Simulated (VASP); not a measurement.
Here is a VASP 6.6.1 calculation.

INCAR

```
ALGO     = Fast           # electronic algorithm
EDIFF    = 1E-6           # SCF threshold, eV
ENCUT    = 520            # plane-wave cutoff, eV
GGA      = PE             # functional
ISIF     = 2              # what is computed and relaxed
ISMEAR   = -1             # smearing method
LASPH    = True           # aspherical terms in the spheres
LCHARG   = False          # write CHGCAR
LREAL    = Auto         
LWAVE    = False          # write WAVECAR
NBANDS   = 87             # bands
NELM     = 60             # most SCF steps
PREC     = Accurate       # precision mode
SIGMA    = 0.01           # smearing width, eV
```

The input KPOINTS:

```
k-points
0
Gamma
  4 4 2
```

Contents of POSCAR:

```
Al15SbN16
1.0
    6.2260000000      0.0000000000      0.0000000000
   -3.1130000000      5.3918741640      0.0000000000
    0.0000000000      0.0000000000      9.9620000000
Sb Al N
1 15 16
Direct
    0.1666666667      0.3333333333      0.0084669652
    0.1666666667      0.3333333333      0.4758181417
    0.1685073599      0.8342536800     -0.0040037018
    0.1629210738      0.8314605369      0.5023605526
    0.6657463200      0.3314926401     -0.0040037018
    0.6685394631      0.3370789262      0.5023605526
    0.6657463200      0.8342536800     -0.0040037018
    0.6685394631      0.8314605369      0.5023605526
    0.3374774595      0.1625225405      0.2617726129
    0.3329081913      0.1670918087      0.7336084222
    0.3374774595      0.6749549190      0.2617726129
    0.3329081913      0.6658163827      0.7336084222
    0.8250450810      0.1625225405      0.2617726129
    0.8341836173      0.1670918087      0.7336084222
    0.8333333333      0.6666666667      0.2459227692
    0.8333333333      0.6666666667      0.7502156942
    0.1666666667      0.3333333333      0.2659509344
    0.1666666667      0.3333333333      0.6805334166
    0.1703258898      0.8351629449      0.1874645282
    0.1597083724      0.8298541862      0.6894958432
    0.6648370551      0.3296741102      0.1874645282
    0.6701458138      0.3402916276      0.6894958432
    0.6648370551      0.8351629449      0.1874645282
    0.6701458138      0.8298541862      0.6894958432
    0.3412894738      0.1587105262      0.4505970664
    0.3432534257      0.1567465743      0.9238246100
    0.3412894738      0.6825789476      0.4505970664
    0.3432534257      0.6865068514      0.9238246100
    0.8174210524      0.1587105262      0.4505970664
    0.8134931486      0.1567465743      0.9238246100
    0.8333333333      0.6666666667      0.4357869286
    0.8333333333      0.6666666667      0.9419453491
```

Potentials or basis: VASP PAW PBE potentials, release 64 (Sb, Al, N).

The run is started by

```console
$ cat potpaw_PBE.64/Sb/POTCAR potpaw_PBE.64/Al/POTCAR potpaw_PBE.64/N/POTCAR > POTCAR
$ mpirun -np 1 vasp_std > vasp.out
```

Q: What does it give for the band gap on the k mesh?

A: 1.72 eV, indirect (least direct gap 1.81 eV).

Q: Estimate the pressure.

A: 11.1 GPa.

Q: What does it give for the largest force?

A: 0.128 eV/Å.

Forces on the atoms (eV/Å):
```
Sb   0.000  0.000  0.128
Al   0.000  0.000 -0.002
Al   0.000  0.000  0.002
Al   0.001  0.001  0.002
Al   0.000  0.000  0.002
Al   0.000 -0.001  0.002
Al   0.000  0.000  0.002
Al  -0.001  0.001  0.002
Al   0.002 -0.001 -0.009
Al   0.009 -0.005  0.003
Al   0.000  0.002 -0.009
Al   0.000  0.010  0.003
Al  -0.002 -0.001 -0.009
Al  -0.009 -0.005  0.003
Al   0.000  0.000 -0.001
Al   0.000  0.000  0.001
N    0.000  0.000 -0.035
N    0.000  0.000  0.008
N    0.003  0.002  0.002
N   -0.001  0.000 -0.002
N    0.000 -0.003  0.002
N    0.000  0.001 -0.002
N   -0.003  0.002  0.002
N    0.001  0.000 -0.002
N   -0.005  0.003  0.001
N    0.045 -0.026 -0.033
N    0.000 -0.006  0.001
N    0.000  0.052 -0.033
N    0.005  0.003  0.001
N   -0.045 -0.026 -0.033
N    0.000  0.000  0.007
N    0.000  0.000 -0.004
```

Caveat: spin-orbit coupling is left out, which moves the levels of the heavy elements. PBE gaps usually lie below the measured ones, often by a third to a half.
